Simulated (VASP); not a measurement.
All values below come from PBE GGA, VASP's PBE PAW potentials (set 64) (plane waves; VASP). Each cell was relaxed at this level, without spin-orbit coupling.

### Question
Which of these comes out without a gap?
(A) Se, P3_121 (152)
(B) AgI, P6_3mc (186)
(C) WSi2, I4/mmm (139)
(D) WSe2, P6_3/mmc (194)

### Answer
C, WSi2, I4/mmm (139). The others have gaps of 0.97 eV (Se, P3_121 (152)), 1.37 eV (AgI, P6_3mc (186)), 1.43 eV (WSe2, P6_3/mmc (194)).
